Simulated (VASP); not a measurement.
Method: revPBE GGA, VASP's PBE PAW potentials (set 64) (plane waves; VASP 6.6.1).

Input for VASP

INCAR:
```
SYSTEM=Zn
PREC=Accurate; ENCUT=520; LREAL=F
LASPH=T
EDIFF=1E-7; NELM=100; ALGO=Normal
LMAXMIX=4
ISMEAR=-5
GGA=RE
ISIF=2
LWAVE=F; LCHARG=T; LORBIT=11
NEDOS=601
```

### POSCAR
```
Zn
1.0
  1.3530704436  -2.3435872027   0.0000000000
  1.3530704436   2.3435872027   0.0000000000
  0.0000000000   0.0000000000   4.9206857161
Zn
2
Cart
  1.3530704436   0.7811972966   1.2301714290
  1.3530704436  -0.7811972966   3.6905142871
```

**KPOINTS**
```
Automatic mesh
0
Gamma
17 17 8
0 0 0
```

POTCAR, in this order: Zn (PBE.64 set). Program: vasp_std.

Output of the run:

### OSZICAR
```
       N       E                     dE             d eps       ncg     rms          rms(c)
DAV:   1     0.966939815092E+02    0.96694E+02   -0.12808E+04  5376   0.234E+03
DAV:   2     0.898131297707E+00   -0.95796E+02   -0.94803E+02  5376   0.301E+02
DAV:   3    -0.176159571734E+01   -0.26597E+01   -0.26555E+01  6568   0.614E+01
DAV:   4    -0.176943200986E+01   -0.78363E-02   -0.78351E-02  6344   0.340E+00
DAV:   5    -0.176944413316E+01   -0.12123E-04   -0.12121E-04  6400   0.109E-01    0.374E+00
DAV:   6    -0.162045555771E+01    0.14899E+00   -0.77676E-01  5456   0.194E+01    0.291E+00
DAV:   7    -0.161667215437E+01    0.37834E-02   -0.22042E-02  6456   0.266E+00    0.149E+00
DAV:   8    -0.161476145693E+01    0.19107E-02   -0.20549E-03  6408   0.778E-01    0.484E-02
DAV:   9    -0.161481154900E+01   -0.50092E-04   -0.28785E-04  7536   0.251E-01    0.302E-02
DAV:  10    -0.161481260083E+01   -0.10518E-05   -0.26428E-05  5880   0.807E-02    0.352E-03
DAV:  11    -0.161481204997E+01    0.55085E-06   -0.22287E-07  5728   0.549E-03    0.147E-03
DAV:  12    -0.161481150844E+01    0.54153E-06   -0.67307E-08  3376   0.539E-03    0.962E-05
DAV:  13    -0.161481148967E+01    0.18770E-07   -0.75168E-09  3184   0.106E-03
   1 F= -.16148115E+01 E0= -.16148115E+01  d E =0.000000E+00
```

File OUTCAR:
```
------------------------ aborting loop because EDIFF is reached ----------------------------------------
  FORCE on cell =-STRESS in cart. coord.  units (eV):
  Direction    XX          YY          ZZ          XY          YZ          ZX
  --------------------------------------------------------------------------------------
  Total       -0.0283538     -0.0283539      0.0713312      0.0000000      0.0000000     -0.0000000
  in kB       -1.4556784     -1.4556789      3.6621246      0.0000000      0.0000000     -0.0000000
  external PRESSURE =       0.2502558 kB  Pullay stress =       0.0000000 kB
  volume of cell :       31.21
      direct lattice vectors                 reciprocal lattice vectors
     1.353070444 -2.343587203  0.000000000     0.369529911 -0.213348153  0.000000000
     1.353070444  2.343587203  0.000000000     0.369529911  0.213348153  0.000000000
     0.000000000  0.000000000  4.920685716     0.000000000  0.000000000  0.203223709
 POSITION                                       TOTAL-FORCE (eV/Angst)
 -----------------------------------------------------------------------------------
      1.35307      0.78120      1.23017        -0.000000      0.000000      0.000000
      1.35307     -0.78120      3.69051         0.000000     -0.000000      0.000000
 -----------------------------------------------------------------------------------
    total drift:                                0.000000      0.000078      0.000004
  FREE ENERGIE OF THE ION-ELECTRON SYSTEM (eV)
  ---------------------------------------------------
  free  energy   TOTEN  =        -1.6148114897 eV

  energy  without entropy=       -1.6148114897  energy(sigma->0) =       -1.61481149

 total charge

# of ion       s       p       d       tot
------------------------------------------
    1        0.583   0.423   9.719  10.725
    2        0.583   0.423   9.719  10.725
--------------------------------------------------
tot          1.166   0.847  19.437  21.450
```
(Selected blocks of OUTCAR.)

**OUTCAR**
```
 val. band max:        3.2524324151   @ k =   0.3529   0.0588   0.0000

 cond. band min:       2.7263064663   @ k =   0.2941  -0.0000   0.0000


 Fermi energy:         3.0233817771

 k-point     1 :       0.0000    0.0000    0.0000
  band No.  band energies     occupation
      1      -7.1462      2.00000
      2      -5.4024      2.00000
      3      -4.7575      2.00000
      4      -4.5574      2.00000
      5      -4.5574      2.00000
      6      -4.5052      2.00000
      7      -4.5052      2.00000
      8      -4.2306      2.00000
      9      -4.2306      2.00000
     10      -4.0124      2.00000
     11      -4.0124      2.00000
     12      -0.3857      2.00000
     13       0.2436      2.00000
     14      17.1508      0.00000
     15      19.7657      0.00000
     16      19.7657      0.00000

 k-point     2 :       0.0588   -0.0000    0.0000
  band No.  band energies     occupation
      1      -7.0470      2.00000
      2      -5.3624      2.00000
      3      -4.7490      2.00000
      4      -4.5655      2.00000
      5      -4.5351      2.00000
      6      -4.5151      2.00000
      7      -4.4842      2.00000
      8      -4.2498      2.00000
      9      -4.2398      2.00000
     10      -4.0642      2.00000
     11      -4.0108      2.00000
     12      -0.2310      2.00000
     13       0.2984      2.00000
     14      17.2541      0.00000
     15      17.9758      0.00000
     16      18.8362      0.00000

 k-point     3 :       0.1176   -0.0000    0.0000
  band No.  band energies     occupation
      1      -6.7534      2.00000
      2      -5.2549      2.00000
      3      -4.7324      2.00000
      4      -4.5820      2.00000
      5      -4.5321      2.00000
      6      -4.4706      2.00000
      7      -4.4235      2.00000
      8      -4.3202      2.00000
      9      -4.2649      2.00000
     10      -4.1778      2.00000
     11      -4.0075      2.00000
     12       0.2055      2.00000
     13       0.4704      2.00000
...
```

For a metal the tetrahedron method with Blöchl corrections gives inexact stress and forces.

The compound is Zn in the hcp structure. It was relaxed first.
